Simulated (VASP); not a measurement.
K2LiAlH6:

```
K Li Al H
1.0
     0.00000    3.91493    3.91493
     3.91493    0.00000    3.91493
     3.91493    3.91493    0.00000
K Li Al H
2 1 1 6
Direct
  0.75000 0.75000 0.75000
  0.25000 0.25000 0.25000
  0.50000 0.50000 0.50000
  0.00000 0.00000 0.00000
  0.77144 0.22856 0.22856
  0.77144 0.22856 0.77144
  0.22856 0.77144 0.77144
  0.22856 0.77144 0.22856
  0.22856 0.22856 0.77144
  0.77144 0.77144 0.22856
```

The cell comes from a database or a generator and needn't be the stable form of this composition.

| Item | Value |
| --- | --- |
| Program | VASP 6.6.1 |
| Task | relaxation of cell and atoms |
| Functional | LDA |
| Potentials or basis | VASP PAW LDA potentials, release 64 (K_sv, Li_sv, Al, H) |
| Cutoff | 600 eV |
| k mesh | 6 × 6 × 6 |
| Occupations | gaussian, width 0.02 eV |
| Spin | no spin polarisation |

At the start: pressure -2.9 GPa; volume 12.00 Å³/atom.

Question: Where does the relaxation end?

Answer: Over 9 steps the energy falls by 10.9 meV/atom and the volume is 10.90 Å³/atom (-9.1 %); space group Fm-3m (No. 225, to 0.05 Å).

Step by step:
| step | energy change (eV) | largest force (eV/Å) | pressure (GPa) | volume (Å³) |
| --- | --- | --- | --- | --- |
| 1 | 0.0000 | 0.0256 | -2.85 | 120.01 |
| 2 | -0.0539 | 0.1073 | -1.79 | 116.34 |
| 3 | -0.0851 | 0.2263 | -0.11 | 111.48 |
| 4 | -0.0853 | 0.2402 | 0.10 | 110.95 |
| 5 | -0.1020 | 0.1329 | 0.09 | 109.94 |
| 6 | -0.1090 | 0.0011 | 0.11 | 108.67 |
| 7 | -0.1091 | 0.0067 | 0.13 | 108.74 |
| 8 | -0.1091 | 0.0115 | 0.12 | 108.79 |
| 9 | -0.1092 | 0.0044 | 0.00 | 109.05 |

Final structure:
```
CELL_PARAMETERS angstrom
0.00000 3.79197 3.79197
3.79197 0.00000 3.79197
3.79197 3.79197 0.00000
ATOMIC_POSITIONS crystal
K 0.75000 0.75000 0.75000
K 0.25000 0.25000 0.25000
Li 0.50000 0.50000 0.50000
Al 0.00000 0.00000 0.00000
H 0.76666 0.23334 0.23334
H 0.76665 0.23335 0.76665
H 0.23335 0.76665 0.76665
H 0.23334 0.76666 0.23334
H 0.23334 0.23334 0.76666
H 0.76665 0.76665 0.23335
```

Caveat: the cutoff is under 1.25 times the usual one of these potentials, so pressure, stress and relaxed cells hold a basis-set (Pulay) error.
